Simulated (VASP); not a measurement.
Calculation: LDA (Ceperley-Alder, Perdew-Zunger), VASP's LDA PAW potentials (set 64) (plane waves; VASP 6.6.1).

The input files of a VASP run:

File POSCAR:
```
CdS
1
    0.0000000000     2.8805904511     2.8805904511
    2.8805904511     0.0000000000     2.8805904511
    2.8805904511     2.8805904511     0.0000000000
Cd S
1 1
Direct
  0.0000000000   0.0000000000   0.0000000000
  0.2500000000   0.2500000000   0.2500000000
```

File KPOINTS:
```
Automatic mesh
0
Gamma
8 8 8
0 0 0
```

### INCAR
```
ALGO=Normal
ENCUT=400
EDIFF=1E-8
PREC=Accurate
LEPSILON=.TRUE.
LWAVE=.FALSE.
LMAXMIX=4
LREAL=.FALSE.   ! projection in real space or not
NELM=100   ! most electronic steps
ISMEAR=0
SIGMA=0.01   ! width (eV)
LASPH=.TRUE.   ! aspherical one-centre terms
LCHARG=.FALSE.
SYSTEM=CdS
```

POTCAR, in this order: Cd S (LDA.64 set). Program: vasp_std.

The run wrote:

File OUTCAR:
```


 HEAD OF MICROSCOPIC STATIC DIELECTRIC TENSOR (INDEPENDENT PARTICLE, excluding Hartree and local field effects)
 ------------------------------------------------------
           7.721210    -0.000000    -0.000000
           0.000000     7.721210     0.000000
          -0.000000    -0.000000     7.721210
 ------------------------------------------------------

 MACROSCOPIC STATIC DIELECTRIC TENSOR (including local field effects in DFT)
 ------------------------------------------------------
           7.280310     0.000000     0.000000
           0.000000     7.280310    -0.000000
           0.000000    -0.000000     7.280310
 ------------------------------------------------------

 PIEZOELECTRIC TENSOR (including local field effects)  for field in x, y, z        (e  Angst)
          XX          YY          ZZ          XY          YZ          ZX
  --------------------------------------------------------------------------------
  x     0.00000     0.00000     0.00000     0.00000    -1.91171    -0.00000
  y     0.00000    -0.00000     0.00000     0.00000     0.00000    -1.91171
  z    -0.00000    -0.00000     0.00000    -1.91171     0.00000     0.00000

 PIEZOELECTRIC TENSOR (including local field effects)  for field in x, y, z        (C/m^2)
          XX          YY          ZZ          XY          YZ          ZX
  --------------------------------------------------------------------------------
  x     0.00000     0.00000     0.00000     0.00000    -0.64071    -0.00000
  y     0.00000    -0.00000     0.00000     0.00000     0.00000    -0.64071
  z    -0.00000    -0.00000     0.00000    -0.64071     0.00000     0.00000

 BORN EFFECTIVE CHARGES (including local field effects) (in |e|, cummulative output)
 ---------------------------------------------------------------------------------
 ion    1
    1     2.17447    -0.00000    -0.00000
    2     0.00000     2.17447     0.00000
    3     0.00000     0.00000     2.17447
 ion    2
    1    -2.17447     0.00000     0.00000
    2    -0.00000    -2.17447    -0.00000
    3    -0.00000    -0.00000    -2.17447
```
(Selected blocks of OUTCAR.)

The dielectric response may not be converged in the k-mesh; for small gaps it tends to come out too large.

The compound is CdS in the zinc blende structure, a metastable form; wurtzite is the usual one. It was relaxed first.
